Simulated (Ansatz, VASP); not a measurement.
# Ta2O5: VASP beside Ansatz

One calculation is typed for both programs; each brings its own data sets. How far apart do they land? The cell is taken from a series of runs on this material, whose earlier steps may have relaxed, scaled, displaced or heated it; both programs get it as it stands.

Method: plane waves, with VASP 6.6.1 beside it; G0W0 gap at LDA, in Ansatz 0.2.0.

## 1. Set-up

Symmetry: Pmmm, No. 47, orthorhombic system. Conventional cell: a = 3.677 Å, b = 3.897 Å, c = 6.217 Å, α = 90.00°, β = 90.00°, γ = 90.00°. Nearest to Ta lie 6 O at 1.95 to 2.15 Å. Nearest to Ta lie 6 O at 1.84 to 2.00 Å. Nearest to O lie 3 Ta at 2.00 to 2.15 Å. O has 2 Ta at 1.95 Å nearest. Nearest to O lie 2 Ta at 1.84 Å. Nearest to O lie 2 Ta at 1.95 Å. Farther neighbours and most contacts between anions are not listed.

Coordinates:

```cif
data_structure
_symmetry_space_group_name_H-M 'P 1'
_symmetry_Int_Tables_number 1
_cell_length_a 3.6770
_cell_length_b 3.8970
_cell_length_c 6.2170
_cell_angle_alpha 90.000
_cell_angle_beta 90.000
_cell_angle_gamma 90.000
_cell_volume 89.09
loop_
_atom_site_label
_atom_site_type_symbol
_atom_site_fract_x
_atom_site_fract_y
_atom_site_fract_z
_atom_site_occupancy
Ta1 Ta 0.50000 0.00000 0.50000 1
Ta2 Ta 0.00000 0.00000 0.00000 1
O3 O 0.00000 0.00000 0.32191 1
O4 O 0.00000 0.00000 0.67809 1
O5 O 0.50000 0.50000 0.50000 1
O6 O 0.50000 0.00000 0.00000 1
O7 O 0.00000 0.50000 0.00000 1
```

## 2. Ansatz: G0W0 gap, LDA

Ansatz runs on its PAW soft_1 files.

Quasiparticle shifts depend on high empty states and on the cores, so they are the hardest test of two PAW sets.

Contents of input.yaml:

```yaml
crystal:
  lattice:
    - [3.677, 0.0, 0.0]
    - [0.0, 3.897, 0.0]
    - [0.0, 0.0, 6.217]
  atoms:
    - { symbol: Ta, position: [0.5, 0.0, 0.5] }
    - { symbol: Ta, position: [0.0, 0.0, 0.0] }
    - { symbol: O, position: [0.0, 0.0, 0.3219126261] }
    - { symbol: O, position: [0.0, 0.0, 0.6780873739] }
    - { symbol: O, position: [0.5, 0.5, 0.5] }
    - { symbol: O, position: [0.5, 0.0, 0.0] }
    - { symbol: O, position: [0.0, 0.5, 0.0] }
kpoints:
  mp_grid: { grid: [4, 4, 4] }
hamiltonian:
  xc: lda
  pseudopotentials: { kind: paw, azcp: { folder: soft_1 }, xc_functional: pbe }
scf:
  occupations: { method: fixed }
gw:
  n_empty_bands: 371
  ecut_chi: 150.0
  qp_bands: [v2, c2]
  qp_kpoints: band_edges
  screening: { model: contour_deformation }
```

Run with:

```console
> ansatz run input.yaml --threads 3 --pin off --max-ram 92160MiB --backend cuda --events-out ev --progress --plain --runs-dir out --devices 1 --max-vram 13GiB
```

Numbers of over 12 decimals in the logs are rounded to 6 here.

The program printed:

```text
GPUs: using 1 of 1 available (devices: 1).
Engine: ansatz 0.2.0, x86_64-unknown-linux-gnu
Pseudopotentials: kind: paw
Pseudopotential: Ta, paw, valence charge 13, recommended cutoff 420 eV (normal), soft_1/Ta.paw.azcp
Pseudopotential: O, paw, valence charge 6, recommended cutoff 420 eV (normal), soft_1/O.paw.azcp
Functional definition: SPW92
  exchange = slater_x
  correlation = pw_c
device memory: the entry about to start is reckoned to put 1.2 GiB on a device that reports 57.3 GiB free (of which the cap on the GPU budget leaves the run 13.0 GiB)
GPU FFT provider: cuFFT
GPU libraries: cuBLAS 13.8.2, cuFFT 12.4.0, cuSOLVER 12.3.4
Crystal: 7 atoms, lattice volume = 89.085 Å³
Basis set: ecut = 420 eV, 1749 PW (Γ)
Bands: 35, of which v1, the nominal top of the filled ones, is band 28 counted from 1 (27 counted from 0)
Symmetry: 8 space group operations
Space group: Pmmm (ITA 47), of the structure as read, at distance tolerance 4.5e-5 Å
k-points: 27 of 64
Non-local potential: Ta, projectors of the file, l = 0: 3, l = 1: 2, l = 2: 2, l = 3: 1
Non-local potential: O, projectors of the file, l = 0: 2, l = 1: 2, l = 2: 1
PAW form: soft (Blöchl's): semilocal exchange-correlation on the pseudo side does not see the compensation charge
PAW frozen core: Ta, regenerated for the run's functional, and the local potential with it (the file was generated under x = pbe(κ = 0.804, μ = 0.219515), c = pbe(β = 0.066725))
PAW frozen core: O, regenerated for the run's functional, and the local potential with it (the file was generated under x = pbe(κ = 0.804, μ = 0.219515), c = pbe(β = 0.066725))
PAW one-centre angular grid: Ta, 590 points (default); XC on 64 Gauss nodes
PAW one-centre angular grid: O, 110 points (default); XC on 64 Gauss nodes
Initial density: superposition of atomic densities (chi_scale 0.1, normalization cell, long waves kept (reshape's long-wave potential 0.02 eV rms))
Initial wavefunctions: pseudopotential atomic-orbital guess
GPU buffer pool allocated for 30375 grid points (all kernels)
GPU transforms: local potential and band sums: pruned to the plane-wave sphere, on 25×27×45
Functional: x = slater, c = lda
SCF iter   1: F=—  HF=-22149.435309 eV  |F-HF|=—  |Δ(HF+E_count)|=         —  Δρ=7.23e-2  dr2=4.78e0  ethr=3.10e-3  ⟨swp⟩=4.1  Hψ=3222  notcnv=0  defer=97
preconditioner: auto → Resta (q_TF=auto, 2.525 Å⁻¹)  ε∞=5.9  [insulator: Δε(μ)=2.418 eV  Ē_g=11.247 eV  n_scr=20 (ndim 8)  ℏωp=24.9 eV  f_vac=0.012  ε∞_Penn≈5.9]
SCF iter   2: F=—  HF=-22148.450263 eV  |F-HF|=—  |Δ(HF+E_count)|=   9.85e-1  Δρ=3.79e-2  dr2=9.63e-1  ethr=3.10e-3  ⟨swp⟩=2.0  Hψ=1812  notcnv=0  defer=57
SCF iter   3: F=—  HF=-22148.215685 eV  |F-HF|=—  |Δ(HF+E_count)|=   2.35e-1  Δρ=1.64e-2  dr2=2.85e-1  ethr=1.72e-3  ⟨swp⟩=2.1  Hψ=1323  notcnv=0  defer=120
SCF iter   4: F=—  HF=-22148.144668 eV  |F-HF|=—  |Δ(HF+E_count)|=   7.10e-2  Δρ=4.48e-3  dr2=1.91e-2  ethr=5.09e-4  ⟨swp⟩=2.0  Hψ=1473  notcnv=0  defer=132
SCF iter   5: F=—  HF=-22148.143467 eV  |F-HF|=—  |Δ(HF+E_count)|=   1.20e-3  Δρ=2.93e-3  dr2=6.30e-3  ethr=3.41e-5  ⟨swp⟩=2.0  Hψ=1639  notcnv=0  defer=134
SCF iter   6: F=—  HF=-22148.142755 eV  |F-HF|=—  |Δ(HF+E_count)|=   7.12e-4  Δρ=6.78e-4  dr2=5.36e-4  ethr=1.13e-5  ⟨swp⟩=2.0  Hψ=1470  notcnv=0  defer=135
SCF iter   7: F=—  HF=-22148.142837 eV  |F-HF|=—  |Δ(HF+E_count)|=   8.18e-5  Δρ=5.50e-4  dr2=2.47e-4  ethr=9.56e-7  ⟨swp⟩=2.0  Hψ=1415  notcnv=0  defer=101
SCF iter   8: F=—  HF=-22148.142795 eV  |F-HF|=—  |Δ(HF+E_count)|=   4.18e-5  Δρ=1.45e-4  dr2=2.14e-5  ethr=4.41e-7  ⟨swp⟩=2.0  Hψ=1339  notcnv=0  defer=31
SCF iter   9: F=—  HF=-22148.142793 eV  |F-HF|=—  |Δ(HF+E_count)|=   2.50e-6  Δρ=4.41e-5  dr2=1.94e-6  ethr=3.81e-8  ⟨swp⟩=2.0  Hψ=1381  notcnv=0  defer=28
SCF iter  10: F=—  HF=-22148.142793 eV  |F-HF|=—  |Δ(HF+E_count)|=   3.22e-7  Δρ=1.60e-5  dr2=2.42e-7  ethr=3.47e-9  ⟨swp⟩=2.0  Hψ=1246  notcnv=0  defer=28
SCF iter  11: F=—  HF=-22148.142793 eV  |F-HF|=—  |Δ(HF+E_count)|=   2.88e-8  Δρ=1.77e-5  dr2=2.31e-7  ethr=1.79e-10  ⟨swp⟩=9.4  Hψ=3049  notcnv=0
SCF iter  12: F=-22148.142793 eV  HF=-22148.142793 eV  |F-HF|=6.18e-10  |Δ(HF+E_count)|=   4.75e-8  Δρ=2.13e-6  dr2=4.97e-9  ethr=1.79e-10  ⟨swp⟩=1.0  Hψ=2406  notcnv=0
SCF 1 converged in 12 iterations: F = -22148.142793 eV  dr2 = 4.97e-9
  greatest PAW one-centre occupation: 0.999 electrons in one spin orbital (limit 2), on the Ta atom at site 1 (counted from 0), in its partial waves of l = 0
device memory: the entry about to start is reckoned to put 1.2 GiB (of the 1.3 GiB reckoned in all, the device holds 0.1 GiB already) on a device that reports 55.8 GiB free (of which the cap on the GPU budget leaves the run 12.9 GiB)
NSCF: frozen V_eff on 27 k-points, pencils in batches of 32, up to order 140
the band table was solved once the SCF had ended and its energy, with any forces and stress, was formed, with the checks that follow a solve (3708 applications of the Hamiltonian). They found nothing against the state; the energy, forces and stress were not computed again (output.eigenvalues in the input reference)
device memory: the entry about to start is reckoned to put 4.6 GiB on a device that reports 53.9 GiB free (of which the cap on the GPU budget leaves the run 13.0 GiB)
NSCF: frozen V_eff on 27 k-points
G₀W₀ screening: q 1/27
[...]
E_smearing   = -0.000000  (= −TS)
  E_closure    = -0.000000  (closes the sum)
  Σ components = -22148.142793   (vs F -22148.142793, Δ=0.00e0)
--- Band table (eV; the first three rows and the last of 27) ---
  k-point 0: bands = [... 24 lower, 7.1993, 7.8722, 7.8790, 8.0730, 9.0395, 9.4907, 9.9063, 10.8172, ... 3 higher]
  k-point 1: bands = [... 24 lower, 6.7249, 7.5427, 7.8656, 8.0708, 9.4968, 9.5000, 10.0503, 10.9735, ... 3 higher]
  k-point 2: bands = [... 24 lower, 6.6747, 7.4315, 7.8535, 8.0685, 9.5094, 9.9545, 10.2197, 10.9583, ... 3 higher]
  k-point 26: bands = [... 24 lower, 5.5446, 6.2432, 7.8442, 8.7417, 9.5867, 12.0101, 12.1223, 12.9476, ... 3 higher]
--- G₀W₀: contour deformation, 9 samples at zero and on the imaginary axis and 1 off it, 64 q-points, 371 empty bands' worth ---
  eigenvalues of the whole cell's RPA ε∞ on this k-mesh (on a slab, of 1 + 4πα/V) = 5.8371, 7.1361, 10.9167; static W/v taken at q = 0 is 0.113233
  gw.qp_kpoints: band_edges: 14 of 27 stored k-points solved, in 1 pass; an edge of the gap read off the rows below is read off those points alone
    valence top: of the k-points left out ik 17 came nearest to being solved in a further pass, in band 28 (counted from 1, as in the quasiparticle table): it holds the edge there only if its correction is more favourable than any solved in that band by at least 0.481 eV; those differ by 0.197 eV
    conduction bottom: of the k-points left out ik 1 came nearest to being solved in a further pass, in band 30 (counted from 1, as in the quasiparticle table): it holds the edge there only if its correction is more favourable than any solved in that band by at least 0.566 eV; those differ by 0.214 eV
  `?` marks the rows in doubt; gw_qp.tsv's column doubts and the gw_qp event give each row's grounds
    ik  band        ε_KS         Σx   Σc(E_QP)       V_xc       Z   E_QP_lin       E_QP  E_QP is
     0    27      7.8790   -27.8198     4.6453   -22.7786  0.7087     7.5020     7.4831  root
     0    28      8.0730   -26.2077     4.7662   -21.0939  0.6791     7.7495     7.7255  root
     0    29      9.0395   -11.2149    -5.3400   -17.4134  0.7365     9.8918     9.8980  root
     0    30      9.4907   -13.4056    -4.9508   -19.2959  0.7479    10.4218    10.4302  root
     3    27      7.4230   -26.6884     4.5174   -21.9444  0.7014     7.1794     7.1965  root ?
     3    28      7.7608   -25.5533     4.4389   -20.8868  0.6895     7.5169     7.5333  root ?
     3    29      9.1823   -11.2412    -5.4404   -17.5431  0.7321    10.0395    10.0437  root
     3    30     10.8456   -13.3503    -5.1827   -19.6157  0.7580    11.9141    11.9284  root
     6    27      7.4868   -27.2522     4.4744   -22.5608  0.7108     7.2561     7.2699  root ?
     6    28      7.9582   -25.8615     4.6547   -20.9864  0.6877     7.7226     7.7378  root ?
     6    29      9.2805   -11.2551    -5.5654   -17.6947  0.7229    10.1431    10.1547  root
     6    30     10.8746   -13.3822    -5.2051   -19.6742  0.7568    11.9465    11.9614  root
     9    27      7.5885   -27.7132     4.6036   -22.6967  0.7051     7.1908     7.1756  root
     9    28      7.7935   -25.4410     4.3463   -20.7799  0.6901     7.5228     7.4787  root ?
     9    29      9.3734   -12.6360    -5.3716   -18.8811  0.7187    10.2446    10.2471  root
     9    30      9.4666   -13.6579    -4.7810   -19.3118  0.7337    10.3328    10.3395  root
    12    27      7.7993   -25.3678     4.4901   -20.6449  0.6832     7.5462     7.5665  root ?
    12    28      7.9848   -25.6475     4.7959   -20.4965  0.6640     7.6787     7.6297  root
    12    29      9.4110   -12.4302    -5.4969   -18.8087  0.7185    10.2911    10.2927  root
    12    30     10.9176   -14.6495    -5.0123   -20.5540  0.7068    11.8105    11.8097  root
    15    27      7.9210   -25.7407     4.6509   -20.8619  0.6865     7.6743     7.6931  root ?
    15    28      8.1535   -25.9206     4.7589   -20.8383  0.6724     7.8544     7.8301  root
    15    29      9.4650   -12.4003    -5.6032   -18.8945  0.7154    10.3532    10.3560  root
    15    30     12.2846   -15.2826    -5.7383   -21.9418  0.6799    13.2179    13.2055  root
    18    27      7.4963   -27.8608     4.6975   -22.7309  0.7029     7.0770     7.0639  root
    18    28      7.5756   -24.5852     4.3674   -19.8812  0.6885     7.2691     7.2390  root
    18    29      8.9432   -12.8311    -4.8177   -18.5125  0.7444     9.7972     9.8068  root
    18    30      8.9724   -12.2068    -5.4926   -18.6063  0.7286     9.8738     9.8794  root
    19    27      7.5574   -24.5356     4.4690   -19.7191  0.6797     7.2366     7.2099  root
    19    28      7.5596   -27.7634     4.6538   -22.6925  0.7035     7.1588     7.1425  root
    19    29      8.9820   -12.9590    -4.8133   -18.6374  0.7432     9.8376     9.8470  root
[...]
21    27      7.8431   -25.4318     4.5086   -20.6101  0.6822     7.5787     7.5301  root ?
[...]
22    27      7.6272   -25.0355     4.4925   -20.2279  0.6883     7.3531     7.3121  root ?
[...]
22    29      9.2837   -12.5939    -5.6215   -19.1218  0.7178    10.1886    10.1901  root
    22    30     10.6566   -14.5401    -4.8945   -20.3268  0.7106    11.5452    11.5489  root
    24    27      7.8936   -25.6543     4.6431   -20.7789  0.6847     7.6389     7.6612  root ?
    24    28      8.7411   -26.4109     4.7248   -21.3680  0.6888     8.4633     8.4230  root ?
    24    29      9.0184   -11.9701    -5.7125   -18.6145  0.7287     9.9468     9.9503  root
    24    30     12.0813   -15.2474    -5.5530   -21.7314  0.6722    12.9978    13.0122  root
    25    27      7.8644   -25.8365     4.6654   -20.9502  0.6853     7.6264     7.6436  root ?
    25    28      8.7414   -26.4135     4.7272   -21.3681  0.6888     8.4635     8.4232  root ?
    25    29      9.3140   -12.4875    -5.7378   -19.1452  0.7165    10.2307    10.2337  root
    25    30     12.0867   -16.0000    -5.1537   -22.1745  0.7267    13.1046    13.1076  root
    26    27      7.8442   -25.9725     4.6835   -21.0758  0.6860     7.6175     7.6310  root ?
    26    28      8.7417   -26.4163     4.7291   -21.3691  0.6887     8.4638     8.4236  root ?
    26    29      9.5867   -12.7382    -5.9084   -19.5678  0.7065    10.5064    10.5079  root
    26    30     12.0101   -15.9279    -5.2316   -22.1893  0.7272    13.0343    13.0399  root
[key lines of the parts left out:]
SCF converged after 12 iterations
Free energy (F): -22148.142793 eV
Fermi energy:    8.741737 eV
```

[end of part 1 of 2]

[Lines on the potential files, build, host, timing and source positions are cut from VASP's logs without a mark.]

[Logs are printed without paths, hosts, clocks, repeated set-up lines and the standing remarks that a program may print on its own settings, such as how far it seeks lower states.]

[Hosts, paths, dates, database ids (printed as entryN), source tags and the programs' standing remarks are cut or masked in the printed files.]
